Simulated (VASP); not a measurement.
# BaSr₃O₄, relaxation of the atoms: which settings are enough?

BaSr₃O₄, P1 (no. 1), 8 atoms in the cell. AM05, relaxation of the atoms; PAW potentials Ba_sv, Sr_sv, O (PBE set). VASP 6.6.1.

Wanted: energy within 1 meV/atom; two shortest distances of each atom within 0.01 Å.

POSCAR:
```
BaSr3O4
1.0
    5.3276950000      0.0000000000      0.0000000000
    0.0000000000      5.3276950000      0.0000000000
    0.0000000000      0.0000000000      5.3276950000
Ba Sr O
1 3 4
Direct
    0.5083880000      0.5054010000      0.5011620000
   -0.0130520000      0.0064900000      0.5026700000
   -0.0030890000      0.5022740000      0.0016060000
    0.5077190000     -0.0049140000      0.0039750000
   -0.0056830000     -0.0074020000     -0.0094040000
    0.5116810000      0.4952330000     -0.0069380000
    0.4937260000     -0.0086280000      0.4969710000
    0.0003100000      0.5115450000      0.5099570000
```

The series start from Force threshold EDIFFG (eV/Å): -0.02; Electronic threshold EDIFF (eV): 1e-6; Relaxation method: conjugate gradient, POTIM 0.5; Mixing and least electronic steps: default. Each series keeps the choices made before it, and each single choice may use up half of a tolerance.

## Force threshold EDIFFG (eV/Å)

| Force threshold EDIFFG (eV/Å) | Energy less reference (meV/atom) | Two shortest distances of each atom, largest deviation (Å) | Time (s) |
|---|---|---|---|
| -0.1 | 0.5 | 0.055 | 126 |
| -0.05 | 0.3 | 0.051 | 149 |
| -0.03 | 0.1 | 0.039 | 137 |
| -0.02 | 0.1 | 0.024 | 186 |
| -0.01 | 0.0 | 0.003 | 206 |
| -0.005 | 0.0 | 0.003 | 184 |
| -0.002 (reference) | 0.0 | 0.000 | 183 |

Chosen: -0.01, the loosest value from which every tighter one stays within half of the tolerance.

## Electronic threshold EDIFF (eV)

| Electronic threshold EDIFF (eV) | Energy less reference (meV/atom) | Two shortest distances of each atom, largest deviation (Å) | Time (s) |
|---|---|---|---|
| 0.001 | 0.0 | 0.008 | 147 |
| 0.0001 | 0.0 | 0.002 | 247 |
| 1e-5 | 0.0 | 0.002 | 193 |
| 1e-6 | 0.0 | 0.003 | 206 |
| 1e-7 (reference) | 0.0 | 0.000 | 251 |

Chosen: 0.0001.

## Relaxation method

| Relaxation method | Energy less reference (meV/atom) | Two shortest distances of each atom, largest deviation (Å) | Time (s) |
|---|---|---|---|
| conjugate gradient, POTIM 0.5 | 0.0 | 0.000 | 247 |
| conjugate gradient, POTIM 0.2 | 0.0 | 0.006 | 236 |
| conjugate gradient, POTIM 1.0 | 0.0 | 0.006 | 166 |
| quasi-Newton, POTIM 0.5 | 0.0 | 0.009 | 212 |
| quasi-Newton, POTIM 0.3, 10 steps kept | 0.1 | 0.028 | 131 |
| quasi-Newton, POTIM 0.5, at least 5 electronic steps | 0.0 | 0.006 | 266 |
| damped dynamics, POTIM 0.2, SMASS 0.4 | 0.0 | 0.010 | 158 |
| damped dynamics, POTIM 0.4, SMASS 0.8 | 0.0 | 0.013 | 128 |
| velocity quench, POTIM 0.1 | 0.1 | 0.015 | 114 |

Chosen: conjugate gradient, POTIM 0.5; no other choice that stays within half of the tolerance saves 30 % of the time.

## Mixing and least electronic steps

| Mixing and least electronic steps | Energy less reference (meV/atom) | Two shortest distances of each atom, largest deviation (Å) | Time (s) |
|---|---|---|---|
| default | 0.0 | 0.000 | 247 |
| MAXMIX 40 | 0.0 | 0.006 | 136 |
| NELMIN 4 | 0.0 | 0.004 | 228 |
| NELMIN 4, MAXMIX 40 | 0.0 | 0.006 | 172 |
| ALGO Fast | 0.0 | 0.011 | 197 |

Chosen: default.

## All choices together

| Input | Energy less reference (meV/atom) | Two shortest distances of each atom, largest deviation (Å) | Time (s) |
|---|---|---|---|
| program defaults (naive) | 0.2 | 0.046 | 110 |
| chosen settings | 0.0 | 0.007 | 247 |
| reference settings throughout | 0.0 | 0.000 | 307 |

The tolerance is met.

## The input

INCAR:
```
  PREC = Normal
  ENCUT = 500
  EDIFF = 1E-4
  ISMEAR = 0
  SIGMA = 0.05
  LREAL = False
  LASPH = True
  NELM = 100
  ALGO = Normal
  LWAVE = False
  LCHARG = False
  GGA = AM
  IBRION = 2
  NSW = 150
  ISIF = 2
  EDIFFG = -0.01
  POTIM = 0.5
  KPAR = 4
```

KPOINTS:
```
k-points
0
Gamma
  3 3 3
```

Commands:
```
cat potpaw_PBE.64/Ba_sv/POTCAR potpaw_PBE.64/Sr_sv/POTCAR potpaw_PBE.64/O/POTCAR > POTCAR
mpirun -np 4 vasp_std > vasp.out
```

Limits: the start was distorted on purpose (atoms moved at random), so the space group given is the start's and not the crystal's.

The chosen input took VASP 6.6.1 247 s on 4 cores (Intel Xeon Platinum 8375C @ 2.90GHz (Ice Lake)), a shared host.

## An input that fails: ionic step far too long

What the run shows: internal error in: us.F  at line: 1398 internal ERROR SETYLM_AUG: -7 56 3293 53 -8 55 55 If you are not a developer, you should not encounter this problem. Please submit a bug report.

Changes against the starting input:
```
- NELM = 100
- IBRION = 2
- NSW = 150
- POTIM = 0.5
+ NELM = 60
+ IBRION = 3
+ NSW = 30
+ POTIM = 5.0
+ SMASS = 0.4
```
